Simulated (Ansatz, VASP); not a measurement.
## Cross-check of HfTeSe between VASP and Ansatz

Wanted: the spread between two codes on one cell, functional and k mesh. The structure shown is the start of the Ansatz relaxation below; VASP solves that cell, so the two are compared at the walk's first step.

Method: plane waves, with VASP 6.6.1 beside it; single point at LDA, in Ansatz 0.2.0.

### 1. The starting structure

The cell holds 3 atoms: 1 Hf, 1 Te and 1 Se. Its edges and angles: a = 3.939 Å, b = 3.939 Å, c = 30.282 Å, α = 90.0°, β = 90.0°, γ = 120.0°. Vacuum lies along c. The height across the vacuum is the one that the program set for its solve, not the one typed.

### 2. Ansatz: relaxation, LDA

Ansatz runs on its default PAW (the set named soft_2) files.

The two programs are compared at the cell with which this relaxation starts, whose forces are those of its first step.

Contents of input.yaml:

```yaml
crystal:
  lattice:
    - [3.9386064228, 5.8e-09, 0.0]
    - [-1.9693032164, 3.4109332147, 0.0]
    - [0.0, 0.0, 19.13981469]
  atoms:
    - { symbol: Hf, position: [0.3333333333, 0.6666666667, 0.48404079] }
    - { symbol: Te, position: [0.0, 0.0, 0.58467219] }
    - { symbol: Se, position: [0.6666666667, 0.3333333333, 0.41532781] }
  periodic: [true, true, false]
kpoints:
  mp_grid: { grid: [7, 7, 1] }
scf:
  occupations: { method: fermi_dirac, width: 0.05 }
hamiltonian:
  xc: lda
output:
  forces: true
  stress: true
  write_density: true
  write_potential: true
  elf: true
  volumetric_format: npy
relax:
  f_tol: 0.02
  max_steps: 50
  cell: {}
```

Launch:

```bash
ansatz run input.yaml --threads 1 --pin off --max-ram 4096MiB --backend cpu --events-out ev --progress --plain --runs-dir out
```

Numbers of over 12 decimals in the logs are rounded to 6 here.

What it wrote:

```text
Warning: crystal.periodic: the lattice vector that does not repeat stood 0.000° off the slab's normal, 19.140 Å along it as the deck builds it. The run solves the slab on a vector along the normal, 30.282 Å long, with every atom where it was (on the deck's vector they left 15.90 Å outside them, and the widest stretch free of ions among them is 1.93 Å). A fractional position that the run reports is one of the run's ce [...]
crystal.periodic: the lattice vector that does not repeat stood 0.000° off the slab's normal, 19.140 Å along it as the deck builds it. The run solves the slab on a vector along the normal, 30.282 Å long, with every atom where it was (on the deck's vector they left 15.90 Å outside them, and the widest stretch free of ions among them is 1.93 Å). A fractional position that the run reports is one of the run's cell, which [...]
Engine: ansatz 0.2.0, aarch64-unknown-linux-gnu
Pseudopotentials: kind: paw
Pseudopotential: Hf, paw, valence charge 26, recommended cutoff 420 eV (normal), Hf.paw.azcp
Pseudopotential: Te, paw, valence charge 16, recommended cutoff 420 eV (normal), Te.paw.azcp
Pseudopotential: Se, paw, valence charge 16, recommended cutoff 420 eV (normal), Se.paw.azcp
Functional definition: SPW92
  exchange = slater_x
  correlation = pw_c
Crystal: 3 atoms, lattice volume = 406.824 Å³
Basis set: ecut = 420 eV, 8057 PW (Γ)
Bands: 35, of which v1, the nominal top of the filled ones, is band 29 counted from 1 (28 counted from 0)
Symmetry: 6 space group operations
Space group: P3m1 (ITA 156), of the structure as read, at distance tolerance 7.4e-5 Å
k-points: 8 of 49 (time reversal used)
Non-local potential: Hf, projectors of the file, l = 0: 3, l = 1: 2, l = 2: 2, l = 3: 3
Non-local potential: Te, projectors of the file, l = 0: 2, l = 1: 2, l = 2: 2, l = 3: 2
Non-local potential: Se, projectors of the file, l = 0: 2, l = 1: 2, l = 2: 3, l = 3: 1
PAW form: soft (Blöchl's): semilocal exchange-correlation on the pseudo side does not see the compensation charge
PAW frozen core: Hf, regenerated for the run's functional, and the local potential with it (the file was generated under x = pbe(κ = 0.804, μ = 0.219515), c = pbe(β = 0.066725))
PAW frozen core: Te, regenerated for the run's functional, and the local potential with it (the file was generated under x = pbe(κ = 0.804, μ = 0.219515), c = pbe(β = 0.066725))
PAW frozen core: Se, regenerated for the run's functional, and the local potential with it (the file was generated under x = pbe(κ = 0.804, μ = 0.219515), c = pbe(β = 0.066725))
PAW one-centre angular grid: Hf, 590 points (default); XC on 64 Gauss nodes
PAW one-centre angular grid: Te, 590 points (default); XC on 64 Gauss nodes
PAW one-centre angular grid: Se, 590 points (default); XC on 64 Gauss nodes
[...]
SCF iter   5: F=-27690.321612 eV  HF=-27690.321612 eV  |F-HF|=2.65e-8  |Δ(HF+E_count)|=   7.16e-7  Δρ=2.59e-6  dr2=2.10e-8  ethr=4.79e-10  ⟨swp⟩=14.4  Hψ=2713  notcnv=0
SCF 5 converged in 5 iterations: F = -27690.321612 eV  dr2 = 2.10e-8
relax step   5: F+E_penalty+E_count = -27690.32161229 eV  Δ(F+E_penalty+E_count) = -4.172e-4 eV  max|allowed force component| = 8.464e-3 eV/Å  Δτ_max = 0.0060 Å  P = +0.040 N/m  Ω = 369.733 Å³  energy of the carried Pulay correction = +1.640e-3 eV  fix = [c, alpha, beta]  reactions: c +0.000 N/m  (5 SCF iters, dr2 threshold 2.78e-7 eV, accepted)
Initial wavefunctions: pseudopotential atomic-orbital guess (no wavefunctions were taken with the density)
iter 1 solved again at ethr=2.24e-6 eV; its pass at ethr=3.10e-3 eV (dr2=1.30e-3 eV) is discarded
SCF iter   1: F=—  HF=-27690.320034 eV  |F-HF|=—  |Δ(HF+E_count)|=         —  Δρ=4.50e-5  dr2=1.04e-6  ethr=2.24e-6  ⟨swp⟩=4.8  Hψ=2644  notcnv=0
eigensolver tolerance schedule: the retry pair's looser diagonalisation over-reported the residual by 1241.89 of it (diagonalisation noise at 8.65 of the residual, at the tolerance the schedule requests for it); recorded, not acted on — ethr = c·dr2/N_el stays at c = 1.0e-1
preconditioner: auto → LDOS  [insulator: Δε(μ)=0.350 eV  Ē_g=11.884 eV  σ=0.050 eV  W_gap=0.67  n_scr=48 (ndim 8)  ℏωp=10.6 eV  f_vac=0.768  D(μ)=1.11/eV (n_scr^D=6)  ε∞_Penn≈1.8  β→1.0]
SCF iter   2: F=—  HF=-27690.320121 eV  |F-HF|=—  |Δ(HF+E_count)|=   8.70e-5  Δρ=3.05e-5  dr2=2.46e-6  ethr=1.80e-9  ⟨swp⟩=5.2  Hψ=931  notcnv=0
SCF iter   3: F=—  HF=-27690.320116 eV  |F-HF|=—  |Δ(HF+E_count)|=   4.92e-6  Δρ=1.05e-5  dr2=5.02e-7  ethr=1.80e-9  ⟨swp⟩=3.5  Hψ=621  notcnv=0
SCF iter   4: F=—  HF=-27690.320116 eV  |F-HF|=—  |Δ(HF+E_count)|=   3.54e-7  Δρ=2.17e-6  dr2=8.03e-8  ethr=8.65e-10  ⟨swp⟩=2.9  Hψ=624  notcnv=0
SCF iter   5: F=—  HF=-27690.320116 eV  |F-HF|=—  |Δ(HF+E_count)|=   1.70e-8  Δρ=4.78e-7  dr2=6.31e-10  ethr=1.39e-10  ⟨swp⟩=4.0  Hψ=648  notcnv=0
SCF iter   6: F=—  HF=-27690.320116 eV  |F-HF|=—  |Δ(HF+E_count)|=  3.67e-10  Δρ=1.59e-7  dr2=1.14e-10  ethr=1.09e-12  ⟨swp⟩=3.5  Hψ=630  notcnv=0
SCF iter   7: F=-27690.320116 eV  HF=-27690.320116 eV  |F-HF|=2.55e-11  |Δ(HF+E_count)|=  2.07e-10  Δρ=4.45e-8  dr2=5.82e-12  ethr=1.00e-12  ⟨swp⟩=12.1  Hψ=2100  notcnv=0
SCF 6 converged in 7 iterations: F = -27690.320116 eV  dr2 = 5.82e-12
relax step   6: F+E_penalty+E_count = -27690.32011605 eV  Δ(F+E_penalty+E_count) = +1.496e-3 eV  max|allowed force component| = 8.799e-3 eV/Å  Δτ_max = 0.0000 Å  P = +0.035 N/m  Ω = 369.733 Å³  fix = [c, alpha, beta]  reactions: c +0.000 N/m  stress off target by 3.49e-2 N/m on what of the cell is left free  SCF on the basis re-selected at this cell (its energy is not comparable with the rows above)  (7 SCF iters)
basis re-selected at this cell: Δ(F+E_penalty+E_count) = +1.496e-3 eV, ΔP = -0.005 N/m vs the last step (what re-selecting the basis moved, of the pressure what is left beyond the Pulay correction that the steps carried, after the strain that the cell walked since its last selection, with what the two solves' SCF thresholds leave and, on support functions, any second-order correction that the steps lacked; it is no m [...]
WARN: The output density's exchange-correlation potential varies sharply where the density is thin. Do not read a vacuum level from v_tot or v_xc, or from such a field of the output density. On a cell that repeats whose density bears no net charge and no dipole along the vacuum's axis use v_es (v_loc + v_h of the components); under efield.dipole_correction with no amplitude use v_es + v_field, which holds any externa [...]
SCF converged after 7 iterations
Free energy (F): -27690.320116 eV
Harris-Foulkes:  -27690.320116 eV  (|F-HF|=2.55e-11)
Internal energy: -27690.311962 eV  (E = F + TS)
E sigma→0 (E₀):  -27690.316039 eV
Entropy (-TS):   -0.008154 eV (-2.718 meV/atom)
Fermi energy:    -5.031195 eV
--- Per-component energies (eV) ---
  E_band       = -1704.899162
  E_kinetic    = 725.591763
  E_local      = -160094.476808  (includes V_loc(G=0)·N_el)
  E_nonlocal   = -2126.801437
  E_hartree    = 79506.705941
  E_xc         = -525.432667
  E_vxc        = -470.551257  (∫ρ·V_xc dr)
  E_paw        = -13021.809588  (= ΣΔE_a)
  E_vpaw       = 1247.927541  (= ΣTr[D̂ρ^β])
  E_aug_tail   = -0.000819  (compensation charges beyond the density's cutoff)
  E_ewald      = 67840.558388
  E_core_change = 5.353266  (= ΣΔE_core)
  E_smearing   = -0.008154  (= −TS)
  E_closure    = -0.000000  (closes the sum)
  Σ components = -27690.320116   (vs F -27690.320116, Δ=0.00e0)
--- Forces (eV/Å), atoms counted from 1 ---
  atom   1  Hf     0.00000000     0.00000000    -0.00514693
  atom   2  Te    -0.00000000    -0.00000000     0.00875370
  atom   3  Se     0.00000000     0.00000000    -0.00374229
  max |Σ_I F_I| component: 1.36e-4 eV/Å
--- 2D stress c σ (N/m, compression-positive) ---
        0.034924      -0.000000       0.000000
       -0.000000       0.034924      -0.000000
        0.000000      -0.000000       0.000000
  P = ½ c Tr σ = 0.0349 N/m
--- Band table (eV; the first three rows and the last of 8) ---
  k-point 0: bands = [... 25 lower, -7.8433, -6.8360, -4.5700, -4.5700, -4.0461, -4.0461, -3.7339, -1.4036, ... 2 higher]
  k-point 1: bands = [... 25 lower, -7.7855, -6.5408, -6.1802, -5.3467, -4.1543, -3.2322, -3.1548, -1.4791, ... 2 higher]
  k-point 2: bands = [... 25 lower, -8.1949, -7.7691, -6.4808, -5.8913, -4.7272, -2.7107, -2.6317, -1.1713, ... 2 higher]
  k-point 7: bands = [... 25 lower, -8.7098, -7.8018, -7.7066, -7.1863, -3.4422, -3.1121, -2.3812, -1.1726, ... 2 higher]
  the weakly bound empty levels are not read free of the cell's end (no_gap_told)
--- Relaxed structure (5 steps of the walk, 5 accepted, 1 SCFs on fresh bases) ---
  F+E_penalty+E_count = -27690.32011605 eV   max|allowed force component| = 8.799e-3 eV/Å   (the final SCF, on the basis selected at the relaxed cell)
  cell:  # Å, volume = 369.7334 Å³
    - [3.754772, 5.516655027794066e-9, 0]
    - [-1.877386, 3.251728, 0]
    - [0, 0, 30.282440]
  atoms:
    - { symbol: Hf, position: [0.333333, 0.666667, 0.308402] }
    - { symbol: Te, position: [0, 0, 0.369642] }
    - { symbol: Se, position: [0.666667, 0.333333, 0.259935] }
```

The column dr2 measures how far the density is from self-consistency, as an energy; F and HF (Harris–Foulkes) agree once it is small.

### 3. VASP: single point, LDA, start cell

The same cell, functional (in two slightly different forms), mesh and smearing now go to VASP, with its own data sets.

Lines of VASP's logs that name or quote its potential files are left out, and so is its time.

Contents of INCAR:

```
SYSTEM = HfTeSe
PREC = Accurate
ENCUT = 400
EDIFF = 1E-06
NELM = 120
ISMEAR = -1
SIGMA = 0.05
LREAL = .FALSE.
ALGO = Normal
GGA = CA
NBANDS = 17
LASPH = .TRUE.
LORBIT = 11
LWAVE = .FALSE.
LCHARG = .FALSE.
ISIF = 2
LDIPOL = .TRUE.
IDIPOL = 3
DIPOL = 0.5 0.5 0.313
LVHAR = .TRUE.
GGA_COMPAT = .FALSE.
NELMDL = -8
```

Contents of POSCAR:

```
HfTeSe
1.0
    3.9386060000      0.0000000000      0.0000000000
   -1.9693030000      3.4109330000      0.0000000000
    0.0000000000      0.0000000000     30.2824400000
Hf Te Se
1 1 1
Direct
    0.3333332845      0.6666665689      0.3059347596
    0.0000000000      0.0000000000      0.3695381548
    0.6666667155      0.3333334311      0.2625051680
```

Contents of KPOINTS:

```
Automatic mesh
0
Gamma
7 7 1
0 0 0
```

PAW data sets: Hf_pv, Te and Se (LDA family, release 64).

Launch:

```bash
mpirun -np 1 vasp_std
```

What it wrote:

```text
[banner, memory and clock lines left out]
running    1 mpi-ranks, on    1 nodes
 distrk:  each k-point on    1 cores,    1 groups
 distr:  one band on    1 cores,    1 groups

 POSCAR found type information on POSCAR HfTeSe
 POSCAR found :  3 types and       3 ions
 LDA part: xc-table for (Slater(with rela. corr.)+CA(PZ))
 , standard interpolation
 POSCAR, INCAR and KPOINTS ok, starting setup
 FFT: planning ... GRIDC
 FFT: planning ... GRID_SOFT
 FFT: planning ... GRID
 WAVECAR not read
 entering main loop
       N       E                     dE             d eps       ncg     rms          rms(c)
DAV:   1     0.936693592302E+02    0.93669E+02   -0.79894E+03   336   0.731E+02
DAV:   2    -0.115713083721E+02   -0.10524E+03   -0.10189E+03   354   0.148E+02
DAV:   3    -0.226354184162E+02   -0.11064E+02   -0.11017E+02   399   0.488E+01
DAV:   4    -0.228716132246E+02   -0.23619E+00   -0.23595E+00   439   0.824E+00
DAV:   5    -0.228731007845E+02   -0.14876E-02   -0.14871E-02   400   0.621E-01
DAV:   6    -0.228731757920E+02   -0.75008E-04   -0.75006E-04   447   0.107E-01
DAV:   7    -0.228731763936E+02   -0.60160E-06   -0.60149E-06   384   0.954E-03
DAV:   8    -0.228731764070E+02   -0.13386E-07   -0.13239E-07   312   0.139E-03    0.420E+01
DAV:   9    -0.216126449354E+02    0.12605E+01   -0.50578E+00   306   0.879E+00    0.305E+01
DAV:  10    -0.217527559039E+02   -0.14011E+00   -0.40106E+00   362   0.787E+00    0.996E+00
DAV:  11    -0.214788945004E+02    0.27386E+00   -0.15106E+00   353   0.532E+00    0.124E+00
DAV:  12    -0.214773000989E+02    0.15944E-02   -0.10240E-01   359   0.151E+00    0.114E+00
DAV:  13    -0.214772975753E+02    0.25236E-05   -0.42240E-03   390   0.383E-01    0.255E-01
DAV:  14    -0.214773046844E+02   -0.71091E-05   -0.63098E-04   375   0.112E-01    0.154E-01
[...]
DAV:  20    -0.214782396361E+02   -0.82751E-04   -0.49055E-06   358   0.621E-03    0.649E-03
DAV:  21    -0.214782759270E+02   -0.36291E-04   -0.27092E-06   300   0.446E-03    0.297E-03
DAV:  22    -0.214782965918E+02   -0.20665E-04   -0.57092E-07   294   0.254E-03    0.136E-03
DAV:  23    -0.214783115383E+02   -0.14947E-04   -0.49438E-07   267   0.221E-03    0.272E-03
DAV:  24    -0.214783148837E+02   -0.33454E-05   -0.28812E-07   286   0.141E-03    0.598E-04
DAV:  25    -0.214783174571E+02   -0.25734E-05   -0.35695E-08   259   0.546E-04    0.293E-04
DAV:  26    -0.214783190737E+02   -0.16166E-05   -0.22635E-08   259   0.405E-04    0.246E-04
DAV:  27    -0.214783200423E+02   -0.96861E-06   -0.10691E-08   232   0.310E-04
   1 F= -.21478320E+02 E0= -.21473384E+02  d E =-.987132E-02
```

OUTCAR, selected parts (step 3):

```text
ion  position               nearest neighbor table
   1  0.333  0.667  0.306-   3 2.63   3 2.63   3 2.63   2 2.98   2 2.98   2 2.98
   2  0.000  0.000  0.370-   1 2.98   1 2.98   1 2.98
   3  0.667  0.333  0.263-   1 2.63   1 2.63   1 2.63

  LATTYP: Found a hexagonal cell.
 ALAT       =     3.9386060000
 C/A-ratio  =     7.6886187651

 Subroutine GETGRP returns: Found  6 space group operations
 (whereof  6 operations were pure point group operations)

The static configuration has the point symmetry C_3v.

 Found      8 irreducible k-points:

   k-points           NKPTS =      8   k-points in BZ     NKDIM =      8   number of bands    NBANDS=     17

   dimension x,y,z NGX =    28 NGY =   28 NGZ =  200
   dimension x,y,z NGXF=    56 NGYF=   56 NGZF=  400

   ENCUT  =  400.0 eV  29.40 Ry    5.42 a.u.   6.42  6.42 49.38*2*pi/ulx,y,z

   NELECT =      22.0000    total number of electrons

 k-points in reciprocal lattice and weights: Automatic mesh
   0.00000000  0.00000000  0.00000000       0.020
   0.14285714  0.00000000  0.00000000       0.122
   0.28571429  0.00000000  0.00000000       0.122
   0.42857143  0.00000000  0.00000000       0.122
   0.14285714  0.14285714  0.00000000       0.122
   0.28571429  0.14285714  0.00000000       0.245
   0.42857143  0.14285714  0.00000000       0.122
   0.28571429  0.28571429  0.00000000       0.122

 dipolmoment           0.000000      0.000000      0.026067 electrons x Angstroem

 average (electrostatic) potential at core
       1 -46.8667       2 -97.6398       3 -67.6275

 E-fermi :  -2.8878

 k-point     1 :       0.0000    0.0000    0.0000
  band No.  band energies     occupation
    ...
      5     -14.1759      2.00000
      6      -7.7162      2.00000
      7      -6.4010      2.00000
      8      -6.4010      2.00000
      9      -4.7250      2.00000
     10      -2.8273      0.45939
     11      -2.8273      0.45938
     12      -2.3222      0.00002
     13      -2.3222      0.00002
     14      -1.5776      0.00000
    ...

 k-point     2 :       0.1429    0.0000    0.0000
  band No.  band energies     occupation
    ...
      7      -6.8170      2.00000
      8      -6.3424      2.00000
      9      -4.4902      2.00000
     10      -4.2202      2.00000
     11      -3.4817      1.99999
     12      -2.3142      0.00002
     13      -1.6406      0.00000
     14      -1.1551      0.00000
     15       0.1197      0.00000
     16       1.0928      0.00000
    ...

 k-point     3 :       0.2857    0.0000    0.0000
  band No.  band energies     occupation
    ...
      7      -6.8651      2.00000
      8      -6.2642      2.00000
      9      -5.8472      2.00000
     10      -4.4154      2.00000
     11      -3.9861      2.00000
     12      -2.6728      0.02678
     13      -1.1497      0.00000
     14      -1.0245      0.00000
     15       0.4963      0.00000
     16       1.1066      0.00000
    ...

  Total       -3.0751605     -3.0751608     -1.7709300     -0.0000000      0.0000000      0.0000000
  in kB      -12.1107707    -12.1107717     -6.9743763     -0.0000000      0.0000000      0.0000000
  external PRESSURE =     -10.3986396 kB  Pullay stress =       0.0000000 kB

  energy-cutoff  :      400.00
  volume of cell :      406.82
      direct lattice vectors                 reciprocal lattice vectors
     3.938606000  0.000000000  0.000000000     0.253896937  0.146587459  0.000000000
    -1.969303000  3.410933000  0.000000000     0.000000000  0.293174917  0.000000000
     0.000000000  0.000000000 30.282440000     0.000000000  0.000000000  0.033022438

 POSITION                                       TOTAL-FORCE (eV/Angst)
 -----------------------------------------------------------------------------------
      0.00000      2.27395      9.26445        -0.000000     -0.000000      1.251016
      0.00000      0.00000     11.19052        -0.000000      0.000000     -1.046948
      1.96930      1.13698      7.94930         0.000000      0.000000     -0.204068
 -----------------------------------------------------------------------------------
    total drift:                               -0.000000     -0.000019      0.000244

  FREE ENERGIE OF THE ION-ELECTRON SYSTEM (eV)
  ---------------------------------------------------
  free  energy   TOTEN  =       -21.4783200423 eV

  energy  without entropy=      -21.4684487217  energy(sigma->0) =      -21.47338438

 vacuum level on the upper side and lower side of the slab         2.151         1.800

 total charge
# of ion       s       p       d       tot
------------------------------------------
    1        0.307   6.406   1.467   8.181
    2        1.385   1.997   0.028   3.410
    3        1.456   2.446   0.030   3.933
--------------------------------------------------
tot          3.149  10.849   1.525  15.524

[... 3 further parts left out ...]
```

Harder data sets than Hf_pv exist (the GW ones), and pressures, volumes and forces can shift noticeably with them.

### 4. Differences

Known differences besides the potentials themselves: the two LDA forms differ slightly; Ansatz cuts the interaction across the vacuum, VASP repeats the sheet with a dipole correction; the data sets hold 58 valence electrons in Ansatz (on its default PAW (the set named soft_2) files) and 22 in VASP; the cutoff is 420 eV in Ansatz and 400 eV in VASP; VASP's log shows a relativistic correction to its local exchange, Ansatz's none. Total energies have different zeros and are not compared.

Forces (eV/Å; atoms numbered as in POSCAR):

| atom | Ansatz x, y, z | VASP x, y, z |
| --- | --- | --- |
| Hf1 | 0.000, 0.000, 1.273 | 0.000, 0.000, 1.251 |
| Te2 | 0.000, 0.000, -1.056 | 0.000, 0.000, -1.047 |
| Se3 | 0.000, 0.000, -0.217 | 0.000, 0.000, -0.204 |

The forces differ by 8.9 meV/Å r.m.s., which is 1.6 % of the r.m.s. force of 0.548 eV/Å (both taken over all components). With vacuum in the cell, a pressure given here is an average over mostly empty space and none of the material.

### 5. Outcome

```
r.m.s. force difference (single point, LDA, start cell) : 1.6 % of the r.m.s. force
```

**Reading.** The r.m.s. force difference is 1.6 % of the r.m.s. force (single point, LDA, start cell), within the 3 % picked in this series as the mark of a large difference. The data sets hold unlike numbers of valence electrons (58 in Ansatz and 22 in VASP), so part of the differences comes from the potentials. 1 further run of this series is not shown here. How closely two codes agree says nothing of how well the functional describes the real material.

[Lines on the potential files, build, host, timing and source positions are cut from VASP's logs without a mark.]

[Logs are printed without paths, hosts, clocks, repeated set-up lines and the standing remarks that a program may print on its own settings, such as how far it seeks lower states.]

[Hosts, paths, dates, database ids (printed as entryN), source tags and the programs' standing remarks are cut or masked in the printed files.]
